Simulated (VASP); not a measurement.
These are PBE GGA, VASP's PBE PAW potentials (set 64) (plane waves; VASP) values and carry that method's errors.

Input for VASP

**KPOINTS**
```
kpoints
0
Gamma
 14 14 14
0 0 0
```

### INCAR
```
SYSTEM = HfC
PREC = Accurate; ENCUT = 520; LREAL = .False.
LASPH = .True.
EDIFF = 1E-7; NELM = 100; ALGO = Normal
LMAXMIX = 6
ISMEAR = 1; SIGMA = 0.1
GGA = PE
ISIF = 2
LWAVE = .False.; LCHARG = .False.
```

File POSCAR:
```
HfC
4.5524260
  0.0000000000   0.4999999916   0.4999999916
  0.4999999916   0.0000000000   0.4999999916
  0.4999999916   0.4999999916   0.0000000000
Hf C
1 1
Direct
  0.0000000000   0.0000000000   0.0000000000
  0.5000000000   0.5000000000   0.5000000000
```

POTCAR, in this order: Hf_pv C (PBE.64 set). Program: vasp_std.

Unless said otherwise, spin-orbit coupling is left out, though it shifts the bands of the heavy elements here.

Problem. Predict the energy per atom (σ→0), pressure, band gap (on the k-mesh).

Solution. 
```
Property                                                    Result
------------------------  ----------------------------------------
energy per atom (σ→0)                              -10.485 eV/atom
band gap (on the k-mesh)  none (metal, semimetal or under 0.01 eV)
pressure                                                 16.72 GPa
```

OSZICAR:
```
...
DAV:   8    -0.209747255950E+02    0.59092E-02   -0.34377E-02  2563   0.196E+00    0.492E+00
DAV:   9    -0.209708120462E+02    0.39135E-02   -0.19735E-02  2581   0.837E-01    0.180E+00
DAV:  10    -0.209706196294E+02    0.19242E-03   -0.77975E-04  2686   0.241E-01    0.314E-01
DAV:  11    -0.209706155067E+02    0.41227E-05   -0.13053E-04  2619   0.875E-02    0.660E-02
DAV:  12    -0.209706130076E+02    0.24991E-05   -0.46202E-06  2620   0.203E-02    0.563E-02
DAV:  13    -0.209706123104E+02    0.69716E-06   -0.50512E-07  2685   0.672E-03    0.162E-03
DAV:  14    -0.209706123055E+02    0.49470E-08   -0.69706E-09  1306   0.935E-04
   1 F= -.20970612E+02 E0= -.20970572E+02  d E =-.120187E-03
```

The compound is HfC in the rock salt structure. This cell is one point of a volume scan, at 0.94 of the reference volume.
